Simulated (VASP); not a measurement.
# A VASP study of Bi2Pd3Se2 (optB86b-vdW): structure first, properties next, part 3 of 6

Aim: relax Bi2Pd3Se2 with optB86b-vdW, compute its properties on that cell and hold them against experiment. The start is a computed cell from the Materials Project.

VASP 6.6.1; optB86b-vdW; plane waves and PAW (Bi_d, Pd, Se).

Still holding for the runs below: The k-mesh is coarse for a metal.

So far. Step 2 (Full relaxation (optB86b-vdW)): It ends with a largest force of 0.010 eV/Å and a pressure of 0.02 GPa. Step 3 (Second relaxation): It ends with a largest force of 0.010 eV/Å and a pressure of -0.02 GPa. The volume moved by under 0.01 %: the run met its threshold at the first step.

## Step 4: Single point with fields (optB86b-vdW)

The relaxed cell gets a fresh self-consistent run, on a basis set for its own volume, to fix the density and to check the remaining stress.

Contents of INCAR:

```
SYSTEM = Bi2Pd3Se2
PREC = Accurate
ENCUT = 400
EDIFF = 1E-06
NELM = 100
ISMEAR = 0
SIGMA = 0.05
LREAL = .FALSE.
ALGO = Normal
GGA = MK
AGGAC = 0
LUSE_VDW = .TRUE.
PARAM1 = 0.1234
PARAM2 = 1
LASPH = .TRUE.
NBANDS = 89
LORBIT = 11
LWAVE = .FALSE.
LCHARG = .TRUE.
NCORE = 4
ISIF = 2
LELF = .TRUE.
LVHAR = .TRUE.
```

Contents of POSCAR:

```
Bi2Pd3Se2
1.0
    5.9218785065     -4.2368368743     -0.0243505829
    5.9218785065      4.2368368743     -0.0243505829
   -5.8586169480      0.0000000000      6.0838125213
Bi Pd Se
4 6 4
Direct
    0.2531546568      0.2531546568      0.2635928895
    0.7468453432      0.7468453432      0.7364071105
    0.2178481479      0.2178481479      0.7005106131
    0.7821518521      0.7821518521      0.2994893869
    0.5000000000      0.0000000000      0.5000000000
    0.0000000000      0.5000000000      0.5000000000
    0.0262395869      0.0262395869      0.8043555069
    0.9737604131      0.9737604131      0.1956444931
    0.2736250490      0.7263749510      0.5000000000
    0.7263749510      0.2736250490      0.5000000000
    0.3282845006      0.7445173502      0.8277055258
    0.7445173502      0.3282845006      0.8277055258
    0.6717154994      0.2554826498      0.1722944742
    0.2554826498      0.6717154994      0.1722944742
```

Contents of KPOINTS:

```
Automatic mesh
0
Gamma
3 3 3
0 0 0
```

Potentials, in the order of the species: Bi_d, Pd and Se (PBE family, release 64).

Launch:

```console
$ mpirun -np 8 vasp_std
```

The log of the run:

```text
[banner, memory and clock lines left out]
running    8 mpi-ranks, on    1 nodes
 distrk:  each k-point on    8 cores,    1 groups
 distr:  one band on    4 cores,    2 groups

 POSCAR found type information on POSCAR BiPdSe
 POSCAR found :  3 types and      14 ions
 [... a notice as in an earlier step ...]

 [... a notice as in an earlier step ...]

 LDA part: xc-table for (Slater+PW92), standard interpolation
|                                                                             |
|           W    W    AA    RRRRR   N    N  II  N    N   GGGG   !!!           |
|           W    W   A  A   R    R  NN   N  II  NN   N  G    G  !!!           |
|           W    W  A    A  R    R  N N  N  II  N N  N  G       !!!           |
|           W WW W  AAAAAA  RRRRR   N  N N  II  N  N N  G  GGG   !            |
|           WW  WW  A    A  R   R   N   NN  II  N   NN  G    G                |
|           W    W  A    A  R    R  N    N  II  N    N   GGGG   !!!           |
|                                                                             |
|     The number of bands has been changed from the values supplied in        |
|     The orbitals not found in the WAVECAR file will be initialized with     |
|     random numbers, which is usually adequate. For correlated               |
|     calculations, however, you should redo the groundstate calculation.     |
|     I found NBANDS = 89. Now, NBANDS = 90.                                  |
|                                                                             |

 POSCAR, INCAR and KPOINTS ok, starting setup
 FFT: planning ... GRIDC
 FFT: planning ... GRID_SOFT
 FFT: planning ... GRID
 WAVECAR not read
 entering main loop
       N       E                     dE             d eps       ncg     rms          rms(c)
DAV:   1     0.142056966468E+04    0.14206E+04   -0.58424E+04  1800   0.146E+03
DAV:   2     0.145741628112E+03   -0.12748E+04   -0.12191E+04  1856   0.411E+02
DAV:   3    -0.204891516681E+02   -0.16623E+03   -0.15471E+03  2028   0.161E+02
DAV:   4    -0.308565184006E+02   -0.10367E+02   -0.10137E+02  2064   0.406E+01
DAV:   5    -0.313114062759E+02   -0.45489E+00   -0.45393E+00  2216   0.861E+00    0.168E+01
DAV:   6    -0.302722929650E+02    0.10391E+01   -0.27497E+00  2028   0.858E+00    0.916E+00
DAV:   7    -0.301032167414E+02    0.16908E+00   -0.12581E+00  1966   0.566E+00    0.453E+00
DAV:   8    -0.300197312527E+02    0.83485E-01   -0.40414E-01  2116   0.293E+00    0.997E-01
DAV:   9    -0.300169792885E+02    0.27520E-02   -0.27350E-02  2262   0.849E-01    0.351E-01
DAV:  10    -0.300167496952E+02    0.22959E-03   -0.72226E-03  2098   0.510E-01    0.190E-01
DAV:  11    -0.300165856313E+02    0.16406E-03   -0.11583E-03  2022   0.266E-01    0.852E-02
DAV:  12    -0.300165884948E+02   -0.28635E-05   -0.18774E-04  2188   0.735E-02    0.390E-02
DAV:  13    -0.300166028233E+02   -0.14329E-04   -0.46814E-05  1958   0.345E-02    0.136E-02
DAV:  14    -0.300166009199E+02    0.19034E-05   -0.68284E-06  1920   0.177E-02    0.581E-03
DAV:  15    -0.300166003142E+02    0.60576E-06   -0.13287E-06  1126   0.752E-03
   1 F= -.30016600E+02 E0= -.30014624E+02  d E =-.395323E-02
```

Wall time 56 s (8 MPI ranks of Intel Xeon 6975P-C (Granite Rapids), shared host); peak memory 2.3 GiB; 7.3 min of CPU time.

OUTCAR, selected parts (step 4):

```text
The static configuration has the point symmetry C_2h.

 Found     10 irreducible k-points:

   k-points           NKPTS =     10   k-points in BZ     NKDIM =     10   number of bands    NBANDS=     90

   NELECT =     144.0000    total number of electrons

 E-fermi :   7.5557

 k-point     3 :       0.3333    0.3333   -0.0000
  band No.  band energies     occupation
    ...
     70       6.4660      2.00000
     71       6.8695      2.00000
     72       6.9522      2.00000
     73       7.3838      2.00000
     74       7.5127      1.77674
     75       8.5161      0.00000
     76       8.5505      0.00000
     77       8.6131      0.00000
     78       8.6493      0.00000
     79       8.6710      0.00000
    ...

Total vdW correction in eV:     25.6584034

  Total        0.0100815     -0.0708673     -0.0723291      0.0000000      0.0000000      0.0332783
  in kB        0.0531194     -0.3733986     -0.3811008      0.0000000      0.0000000      0.1753430
  external PRESSURE =      -0.2337933 kB  Pullay stress =       0.0000000 kB

 POSITION                                       TOTAL-FORCE (eV/Angst)
 -----------------------------------------------------------------------------------
      1.45401      0.00000      1.59132        -0.007586      0.000000     -0.002216
      4.53113      0.00000      4.44379         0.007586      0.000000      0.002216
     -1.52388      0.00000      4.25117         0.002591      0.000000      0.003534
      7.50902      0.00000      1.78395        -0.002591      0.000000     -0.003534
      0.03163     -2.11842      3.02973         0.000000      0.000000      0.000000
      0.03163      2.11842      3.02973         0.000000      0.000000      0.000000
     -4.40164      0.00000      4.89227         0.003062      0.000000     -0.001544
     10.38678      0.00000      1.14284        -0.003062      0.000000      0.001544
      2.99257      1.91823      3.01756         0.000000     -0.006771     -0.000000
      2.99257     -1.91823      3.01756         0.000000      0.006771     -0.000000
      1.50379      1.76351      5.00948         0.007989     -0.002184      0.004912
      1.50379     -1.76351      5.00948         0.007989      0.002184      0.004912
      4.48135     -1.76351      1.02563        -0.007989      0.002184     -0.004912
      4.48135      1.76351      1.02563        -0.007989     -0.002184     -0.004912
 -----------------------------------------------------------------------------------
    total drift:                                0.000000      0.000000     -0.000000

  FREE ENERGIE OF THE ION-ELECTRON SYSTEM (eV)
  ---------------------------------------------------
  free  energy   TOTEN  =       -30.0166003142 eV

  energy  without entropy=      -30.0126470849  energy(sigma->0) =      -30.01462370

Total vdW correction in eV:     25.6584088

[... 13 parts as in an earlier step ...]

[... 1 further part left out ...]
```

This step gave:

```
SCF cycles : 15
bands      : 90
pressure   : -0.02338 GPa
```

Valence electrons inside each PAW sphere by angular momentum. Sphere charges, by row:

| atom | s (e) | p (e) | d (e) | tot (e) |
| --- | --- | --- | --- | --- |
| Bi1 | 1.534 | 1.253 | 9.947 | 12.73 |
| Bi2 | 1.534 | 1.253 | 9.947 | 12.73 |
| Bi3 | 1.553 | 1.208 | 9.94 | 12.7 |
| Bi4 | 1.553 | 1.208 | 9.94 | 12.7 |
| Pd5 | 0.443 | 0.47 | 8.599 | 9.513 |
| Pd6 | 0.443 | 0.47 | 8.599 | 9.513 |
| Pd7 | 0.452 | 0.443 | 8.599 | 9.494 |
| Pd8 | 0.452 | 0.443 | 8.599 | 9.494 |
| Pd9 | 0.448 | 0.466 | 8.605 | 9.519 |
| Pd10 | 0.448 | 0.466 | 8.605 | 9.519 |
| Se11 | 1.48 | 2.251 | 0.057 | 3.789 |
| Se12 | 1.48 | 2.251 | 0.057 | 3.789 |
| Se13 | 1.48 | 2.251 | 0.057 | 3.789 |
| Se14 | 1.48 | 2.251 | 0.057 | 3.789 |

Electrostatic potential energy in the ac plane of the conventional cell at fractional y = 0.000, with atoms of Bi and Pd within 0.2 Å of it. With pseudopotentials it is smooth inside the atoms' cores, unlike the true potential.

Ten even steps from '0' (-96 eV) to '9' (4 eV), each cell a mean:
```
998889999999999999999999999999999
976679999999999999999999999889999
643479999889999999999999986679999
323589986568999999999999632369996
224799742248999999999996200379974
347997300158999999999962001589853
579983000389999999999730004899754
899851002799999999999620148999877
999741137999999999998633689999999
999754579999999999998778999999999
999877899999999999999999999999999
999999999999999999999999999988999
999999999988899999999999998667899
999999998756799999999999974236899
988999985224799999999999720026999
657899840014899999999997300048998
346998400027999999999984000379974
247996200169999999999973013799742
369985102699999999999864358998422
699985447999999999999977789996333
999987789999999999999999999986457
999999999999999999999999999987789
999999999999999999999999999999999
```
Columns run along a (11.8 Å; values clipped at the 3rd and 97th percentile), rows up along c (8.4 Å), edges of the conventional cell, whose origin can differ from the input's. Atoms in or near the plane, at fractional coordinates: Bi at (0.25, 0.26), Bi at (0.75, 0.74), Bi at (0.22, 0.70), Bi at (0.78, 0.30), Pd at (0.03, 0.80), Pd at (0.97, 0.20).

ELF in the ac plane of the conventional cell at fractional y = 0.000, with atoms of Bi and Pd within 0.2 Å of it. It is the smooth field of the valence electrons, not physical close to the nuclei.

Values, 12 rows by 16 columns, each cell a mean:
```
0.23 0.23 0.28 0.21 0.20 0.27 0.20 0.05 0.05 0.07 0.06 0.09 0.30 0.39 0.33 0.20
0.10 0.10 0.26 0.34 0.51 0.51 0.27 0.06 0.08 0.07 0.07 0.30 0.48 0.52 0.34 0.24
0.02 0.19 0.34 0.44 0.41 0.49 0.15 0.06 0.07 0.07 0.26 0.43 0.31 0.44 0.28 0.14
0.20 0.29 0.42 0.37 0.42 0.30 0.06 0.05 0.05 0.17 0.45 0.31 0.39 0.34 0.25 0.15
0.23 0.37 0.39 0.39 0.35 0.11 0.04 0.05 0.10 0.30 0.51 0.45 0.35 0.21 0.22 0.23
0.23 0.34 0.42 0.31 0.16 0.14 0.15 0.13 0.15 0.28 0.36 0.27 0.20 0.24 0.27 0.23
0.22 0.25 0.23 0.21 0.30 0.42 0.34 0.18 0.11 0.10 0.10 0.15 0.33 0.45 0.41 0.25
0.23 0.23 0.22 0.36 0.41 0.49 0.35 0.11 0.04 0.04 0.10 0.35 0.39 0.32 0.41 0.24
0.09 0.24 0.33 0.39 0.34 0.45 0.19 0.06 0.05 0.06 0.27 0.44 0.38 0.41 0.30 0.19
0.11 0.27 0.46 0.32 0.43 0.27 0.07 0.08 0.07 0.12 0.46 0.49 0.46 0.35 0.21 0.02
0.23 0.30 0.50 0.49 0.30 0.07 0.07 0.08 0.05 0.20 0.45 0.48 0.32 0.26 0.16 0.12
0.18 0.29 0.34 0.29 0.10 0.06 0.08 0.05 0.04 0.13 0.20 0.15 0.18 0.28 0.26 0.23
```
Columns run along a (11.8 Å), rows up along c (8.4 Å), edges of the conventional cell, whose origin can differ from the input's. Atoms in or near the plane, at fractional coordinates: Bi at (0.25, 0.26), Bi at (0.75, 0.74), Bi at (0.22, 0.70), Bi at (0.78, 0.30), Pd at (0.03, 0.80), Pd at (0.97, 0.20).

Valence density in the ac plane of the conventional cell at fractional y = 0.000, with atoms of Bi and Pd within 0.2 Å of it. It is the smooth field of the valence electrons, not physical close to the nuclei.

Ten even steps from '0' (0.03 × 1e0 e/Å³) to '9' (9.85 × 1e0 e/Å³), each cell a mean:
```
000000000000000000000000000000000
001100000000000000000000000000000
123200000000000000000000001100000
354100001110000000000000023200001
552000013310000000000001365200002
421000267410000000000003894100013
100002697200000000000026952000012
000014873000000000000135410000000
000014420000000000000122100000000
000011100000000000000000000000000
000000000000000000000000000000000
000000000000000000000000000000000
000000000000000000000000000010000
000000000011000000000000002321000
000000001331000000000000036630000
110000025741000000000000379510000
321000159830000000000001597200002
420001378410000000000002552000025
310001353100000000000002210000245
100001210000000000000000000001343
000000000000000000000000000001221
000000000000000000000000000000000
000000000000000000000000000000000
```
Columns run along a (11.8 Å), rows up along c (8.4 Å), edges of the conventional cell, whose origin can differ from the input's. Atoms in or near the plane, at fractional coordinates: Bi at (0.25, 0.26), Bi at (0.75, 0.74), Bi at (0.22, 0.70), Bi at (0.78, 0.30), Pd at (0.03, 0.80), Pd at (0.97, 0.20).

In this run the pressure is -0.02 GPa, small enough to go on; single stress components reach 0.04 GPa.

(Part 3 of 6 ends here.)

[Lines on the potential files, build, host, timing and source positions are cut from VASP's logs without a mark.]

[Logs are printed without paths, hosts, clocks, repeated set-up lines and the standing remarks that a program may print on its own settings, such as how far it seeks lower states.]

[Hosts, paths, dates, database ids (printed as entryN), source tags and the programs' standing remarks are cut or masked in the printed files.]

[A measured line is paired with the nearest computed mode of its activity, which favours agreement.]

[In band tables of VASP the shares of atoms and orbitals are scaled to a sum of 1 inside the atoms' spheres.]
